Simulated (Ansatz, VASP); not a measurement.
# Cross-check of TiC between VASP and Ansatz, part 2 of 2

Aim: how closely do two programs agree when they are given the same cell, functional and k mesh? The cell is taken from a series of runs on this material, whose earlier steps may have relaxed, scaled, displaced or heated it; both programs get it as it stands.

VASP 6.6.1 and Ansatz 0.2.0.

So far: Set-up; VASP: zone-centre phonons, LDA, pair 1; Ansatz: zone-centre phonons, LDA, pair 1; Comparison.

### 5. VASP: zone-centre phonons, LDA, pair 2

Level of this step: LDA; plane waves and PAW (C, Ti_sv) (VASP).

Second derivatives magnify differences that forces hide, and they need a tight electronic threshold. The cell compared in this pair holds 18.16 Å³, against 19.34 Å³ for the pair before.

The input, INCAR:

```
SYSTEM = TiC
PREC = Accurate
ENCUT = 600
EDIFF = 1E-08
NELM = 120
ISMEAR = 1
SIGMA = 0.2
LREAL = .FALSE.
ALGO = Normal
GGA = CA
NBANDS = 14
LASPH = .TRUE.
LORBIT = 11
LWAVE = .FALSE.
LCHARG = .FALSE.
ISIF = 2
IBRION = 8
GGA_COMPAT = .FALSE.
KPAR = 2
```

The input, POSCAR:

```
TiC
1.0
    0.0000000000      2.0451968444      2.1706782150
    2.0451968444      0.0000000000      2.1706782150
    2.0451968444      2.0451968444      0.0000000000
C Ti
1 1
Direct
    0.5000000000      0.5000000000      0.5000000000
    0.0000000000      0.0000000000      0.0000000000
```

The input, KPOINTS:

```
Automatic mesh
0
Gamma
16 16 16
0 0 0
```

The projector-augmented-wave data sets are C and Ti_sv (LDA family, release 64).

Run with:

```
mpirun -np 2 vasp_std
```

Numbers of over 12 decimals in the logs are rounded to 6 here.

Log:

```text
[... set-up lines as in an earlier step ...]
 entering main loop
       N       E                     dE             d eps       ncg     rms          rms(c)
DAV:   1     0.127119187411E+03    0.12712E+03   -0.89498E+03  9786   0.154E+03
DAV:   2    -0.171839290103E+02   -0.14430E+03   -0.13595E+03 10258   0.374E+02
DAV:   3    -0.252978891071E+02   -0.81140E+01   -0.79207E+01 12752   0.858E+01
DAV:   4    -0.256370264175E+02   -0.33914E+00   -0.33881E+00 12438   0.158E+01
[...]
DAV:  14    -0.203863197797E+02    0.26872E-06   -0.67959E-07 11602   0.101E-02    0.394E-03
DAV:  15    -0.203863197495E+02    0.30258E-07   -0.14133E-07 13318   0.474E-03    0.302E-04
DAV:  16    -0.203863197486E+02    0.93291E-09   -0.63587E-09  7810   0.105E-03
   1 F= -.20386320E+02 E0= -.20386391E+02  d E =0.214948E-03
 Linear response reoptimize wavefunctions to high precision
DAV:   1    -0.203863197483E+02    0.26148E-09   -0.10724E-09  8098   0.410E-04
DAV:   2    -0.203863197483E+02   -0.28422E-10   -0.22959E-10  5822   0.149E-04
 Linear response DOF=           4
 Linear response progress:
[...]
RMM:  38    -0.599769695299E+00    0.22324E-07   -0.65926E-08 26761   0.795E-05    0.309E-06
RMM:  39    -0.599769694797E+00    0.50278E-09   -0.10892E-07 18015   0.701E-05    0.365E-06
RMM:  40    -0.599769691846E+00    0.29502E-08   -0.51302E-08 18669   0.626E-05    0.412E-06
 first order change of Fermi-energy   0.30991E-03
 force on displaced ion       2 direction 1 : -16.150   0.000   0.000
 Linear response progress:
  Degree of freedom:   4/  4
       N       E                     dE             d eps       ncg     rms          rms(c)
RMM:   1    -0.713494871332E+00   -0.71349E+00    0.39939E+00  9912   0.126E+02
RMM:   2    -0.684048744021E+00    0.29446E-01   -0.22327E-01 16308   0.490E+00    0.247E-01
RMM:   3    -0.683973037429E+00    0.75707E-04   -0.18943E-02 19150   0.119E+00    0.120E-01
RMM:   4    -0.683844322359E+00    0.12872E-03   -0.75706E-03 21331   0.521E-01    0.201E-02
[...]
RMM:  14    -0.685385612569E+00    0.47133E-05   -0.46498E-06 20954   0.234E-03    0.713E-05
RMM:  15    -0.685386642327E+00   -0.10298E-05   -0.36984E-06 22143   0.183E-03    0.559E-05
RMM:  16    -0.685386678784E+00   -0.36457E-07   -0.30726E-06 24243   0.150E-03    0.660E-05
 first order change of Fermi-energy  -0.14451E-02
 force on displaced ion       2 direction 3 :   0.000   0.000  -9.277
 Linear response finished
```

OUTCAR, selected parts (step 5):

```text
  Total        3.8462507      3.8462507      0.0488727      0.0000000      0.0000000      0.0000000
  in kB      339.3536302    339.3536302      4.3120249      0.0000000      0.0000000      0.0000000
  external PRESSURE =     227.6730951 kB  Pullay stress =       0.0000000 kB

 POSITION                                       TOTAL-FORCE (eV/Angst)
 -----------------------------------------------------------------------------------
      2.04520      2.04520      2.17068         0.000000     -0.000000      0.000000
      0.00000      0.00000      0.00000        -0.000000      0.000000      0.000000
 -----------------------------------------------------------------------------------
    total drift:                                0.000000     -0.000000     -0.000000

[... 2 further parts left out ...]
```

### 6. Ansatz: zone-centre phonons, LDA, pair 2

The same cell, functional (in two slightly different forms), mesh and smearing now go to Ansatz, which takes its cutoff from its data sets.

The cell is taken from a series of runs on this material, whose earlier steps may have relaxed, scaled, displaced or heated it; both programs get it as it stands.

The input, input.yaml:

```yaml
crystal:
  lattice:
    - [0.0, 2.0451968444, 2.170678215]
    - [2.0451968444, 0.0, 2.170678215]
    - [2.0451968444, 2.0451968444, 0.0]
  atoms:
    - { symbol: C, position: [0.5, 0.5, 0.5] }
    - { symbol: Ti, position: [0.0, 0.0, 0.0] }
kpoints:
  mp_grid: { grid: [16, 16, 16] }
hamiltonian:
  xc: lda
  pseudopotentials: { kind: paw, azcp: { folder: soft_1 }, xc_functional: pbe }
scf:
  occupations: { method: methfessel_paxton, width: 0.2 }
output:
  eigenvalues: true
phonons:
  method: dfpt
```

Run with:

```
ansatz run input.yaml --threads 4 --pin off --max-ram 10240MiB --backend cpu --events-out ev --progress --plain --runs-dir out
```

Log:

```text
zone centre: on kpoints.mp_grid the ground state, and the responses unless they are solved on pairs of k-points, stand on 621 of the mesh's 4096 k-points, reduced under 8 symmetry operations, with k and −k counted as one. Each operation leaves every solved displacement unchanged or reverses it
[...]
Crystal: 2 atoms, lattice volume = 18.159 Å³
[...]
k-point 1: bands = [... 4 lower, 3.7068, 16.3971, 16.6425, 16.9938, 17.3470, 17.5318, 18.4506, 19.0928]
  k-point 2: bands = [... 4 lower, 4.0095, 15.5460, 15.7770, 16.1120, 17.4276, 17.5959, 18.8483, 20.2570]
  k-point 620: bands = [... 4 lower, 5.8404, 12.4322, 14.3518, 16.7457, 16.7457, 19.4728, 20.3473, 20.3473]
[...]
ASR residual: 2.290e-5 → 0.000e0 eV/Å²; symmetrization residual: 1.201e-7 eV/Å²
  ASR residual per site (eV/Å²): 1.96e-5 2.29e-5
  Γ frequencies (cm⁻¹): 0.00 0.00 0.00 510.95 673.65 673.65
[...]
[key lines of the parts left out:]
SCF converged after 8 iterations
Free energy (F): -2695.039874 eV
Fermi energy:    16.314289 eV
```

### 7. Comparison

Both answers:

```tsv
quantity	Ansatz	VASP	difference
optical mode 1 (cm⁻¹)	510.9	512.1	-0.22 %
optical mode 2 to 3 (cm⁻¹)	673.6	676.3	-0.39 %
```

Modes are paired by rising frequency, not by their patterns, so a pair may set unlike modes beside each other; they are those without the splitting of longitudinal modes.

### 8. Results

```
r.m.s. difference of the optical zone-centre modes, each program's sorted by frequency (zone-centre phonons, LDA, pair 1) : 2.3 cm⁻¹
r.m.s. difference of the optical zone-centre modes, each program's sorted by frequency (zone-centre phonons, LDA, pair 2) : 2.2 cm⁻¹
```

**Reading.** The r.m.s. difference of the optical zone-centre modes, each program's sorted by frequency is 2.3 cm⁻¹ (zone-centre phonons, LDA, pair 1). How closely two codes agree says nothing of how well the functional describes the real material.

[Lines on the potential files, build, host, timing and source positions are cut from VASP's logs without a mark.]

[Logs are printed without paths, hosts, clocks, repeated set-up lines and the standing remarks that a program may print on its own settings, such as how far it seeks lower states.]

[Hosts, paths, dates, database ids (printed as entryN), source tags and the programs' standing remarks are cut or masked in the printed files.]
